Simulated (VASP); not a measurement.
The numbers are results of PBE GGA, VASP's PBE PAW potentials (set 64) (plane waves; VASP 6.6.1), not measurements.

Input for VASP

**POSCAR**
```
PbO
1.0
  4.0566560665   0.0000000000   0.0000000000
  0.0000000000   4.0566560665   0.0000000000
  0.0000000000   0.0000000000   5.4520768251
Pb O
2 2
Direct
  0.5000000000   0.0000000000   0.7814729638
  1.0000000000   0.5000000000   0.2185270362
  0.5000000000   0.5000000000   0.0000000000
  0.0000000000   0.0000000000   0.0000000000
```

INCAR:
```
# general
SYSTEM =PbO
PREC   =Accurate
ENCUT  =520
LREAL  =.False.   # projection in real space or not
LASPH  =.True.
ICHARG =11

# electronic loop
EDIFF  =1E-7   # SCF stop (eV)
NELM   =100
ALGO   =Normal   # blocked Davidson
LMAXMIX=4   # l cut-off of mixed one-centre charges

# smearing
ISMEAR =0
SIGMA  =0.05

# functional
GGA    =PE

# output
LWAVE  =.False.
LCHARG =.False.
LORBIT =11   # lm-projected
```

### KPOINTS
```
k-points along high-symmetry lines
10
Line-mode
Reciprocal
  0.000000   0.000000   0.000000 ! GAMMA
  0.000000   0.500000   0.000000 ! X

  0.000000   0.500000   0.000000 ! X
  0.500000   0.500000   0.000000 ! M

  0.500000   0.500000   0.000000 ! M
  0.000000   0.000000   0.000000 ! GAMMA

  0.000000   0.000000   0.000000 ! GAMMA
  0.000000   0.000000   0.500000 ! Z

  0.000000   0.000000   0.500000 ! Z
  0.000000   0.500000   0.500000 ! R

  0.000000   0.500000   0.500000 ! R
  0.500000   0.500000   0.500000 ! A

  0.500000   0.500000   0.500000 ! A
  0.000000   0.000000   0.500000 ! Z

  0.000000   0.500000   0.000000 ! X
  0.000000   0.500000   0.500000 ! R

  0.500000   0.500000   0.000000 ! M
  0.500000   0.500000   0.500000 ! A
```

POTCAR, in this order: Pb_d O (PBE.64 set). Program: vasp_std. Read from the step before: CHGCAR.

The resulting files:

### OSZICAR
```
       N       E                     dE             d eps       ncg     rms          rms(c)
DAV:   1     0.430917076206E+03    0.43092E+03   -0.20039E+04  4320   0.192E+03
DAV:   2     0.330721359637E+02   -0.39784E+03   -0.39220E+03  4520   0.482E+02
DAV:   3    -0.190241457481E+02   -0.52096E+02   -0.50410E+02  5840   0.185E+02
DAV:   4    -0.210936813933E+02   -0.20695E+01   -0.20682E+01  4776   0.411E+01
DAV:   5    -0.211664706854E+02   -0.72789E-01   -0.72776E-01  6120   0.734E+00
DAV:   6    -0.211681654498E+02   -0.16948E-02   -0.16947E-02  5360   0.113E+00
DAV:   7    -0.211682399705E+02   -0.74521E-04   -0.74520E-04  6488   0.195E-01
DAV:   8    -0.211682421872E+02   -0.22167E-05   -0.22167E-05  5504   0.253E-02
DAV:   9    -0.211682422026E+02   -0.15468E-07   -0.15462E-07  4624   0.302E-03
   1 F= -.21168242E+02 E0= -.21168242E+02  d E =-.295530E-14
```

### OUTCAR
```
 val. band max:        3.9446937132   @ k =   0.0556   0.0556   0.0000

 cond. band min:       5.6209700457   @ k =   0.5000   0.5000   0.0000



 k-point     1 :       0.0000    0.0000    0.0000
  band No.  band energies     occupation
      1     -13.9698      2.00000
      2     -13.5736      2.00000
      3     -11.9333      2.00000
      4     -11.9333      2.00000
      5     -11.8862      2.00000
      6     -11.8730      2.00000
      7     -11.8051      2.00000
      8     -11.7670      2.00000
      9     -11.7670      2.00000
     10     -11.7589      2.00000
     11     -11.7331      2.00000
     12     -10.4385      2.00000
     13      -3.1980      2.00000
     14      -2.2578      2.00000
     15       0.0559      2.00000
     16       0.0559      2.00000
     17       2.4725      2.00000
     18       2.4922      2.00000
     19       2.4922      2.00000
     20       3.9398      2.00000
     21       5.9193      0.00000
     22       8.6440      0.00000
     23       9.8086      0.00000
     24       9.8088      0.00000

 k-point     2 :       0.0000    0.0556    0.0000
  band No.  band energies     occupation
      1     -13.9646      2.00000
      2     -13.5751      2.00000
      3     -11.9325      2.00000
      4     -11.9317      2.00000
      5     -11.8846      2.00000
      6     -11.8717      2.00000
      7     -11.8074      2.00000
      8     -11.7731      2.00000
      9     -11.7660      2.00000
     10     -11.7447      2.00000
     11     -11.7339      2.00000
     12     -10.4463      2.00000
     13      -3.2060      2.00000
     14      -2.2635      2.00000
     15       0.0606      2.00000
     16       0.0732      2.00000
     17       2.3576      2.00000
     18       2.4721      2.00000
     19       2.5322      2.00000
     20       3.9429      2.00000
     21       6.0121      0.00000
     22       8.6516      0.00000
     23       9.6086      0.00000
     24       9.8241      0.00000

...
```

The density is held fixed in this step, so its total energy and stress have no physical meaning. Without a dispersion term in the relaxation, distances and binding between the weakly bound layers, chains or molecules are unreliable, and so is what depends on them. Unless said otherwise, spin-orbit coupling is left out, though it shifts the bands of the heavy elements here.

The compound is PbO in the litharge structure. It was relaxed first, which changed the volume by +13 %.
